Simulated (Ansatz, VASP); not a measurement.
**Two plane-wave programs on BiO4**

```xyz
5
Lattice="-2.5482 2.5482 2.5482 2.5482 -2.5482 2.5482 2.5482 2.5482 -2.5482" Properties=species:S:1:pos:R:3 pbc="T T T"
Bi    0.0000    0.0000    0.0000
O     1.2741    1.2741    1.2741
O    -1.2741    1.2741    1.2741
O     1.2741    1.2741   -1.2741
O     1.2741   -1.2741    1.2741
```

Change from the starting cell: species swapped into the GeF4 type (I-43m, No. 217).

Alike in both runs: functional PBE; k mesh 6 × 6 × 6; occupations gaussian, width 0.1 eV; no spin polarisation.

Ansatz relaxed the structure, and its values are those at the end. VASP's run is a single point on that final structure, the one shown.

|  | VASP | Ansatz |
| --- | --- | --- |
| version | VASP 6.6.1 | Ansatz 0.2.0 |
| potentials or method | VASP PAW PBE potentials, release 64 (Bi_d, O) | scalar-relativistic, plane waves, PAW |
| plane-wave cutoff (eV) | 520 | 420 |
| valence electrons in the cell | 39 | 39 |

Ansatz gave:

```
gap on the k mesh at the Fermi level (eV) : none
pressure (GPa)                            : -0.1
```

Question: What did VASP give for the same quantities?

Answer: gap on the k mesh at the Fermi level (eV): none; pressure (GPa): 0.2.

A gap of «none» marks a metal or a gap that the smearing closes. With one functional, cell and mesh, what is left measures potentials, basis and numerics.

Caveats: spin-orbit coupling is left out, which moves the levels of the heavy elements; an odd number of electrons without spin polarisation forces a metal; a magnetic or distorted state may lie lower.
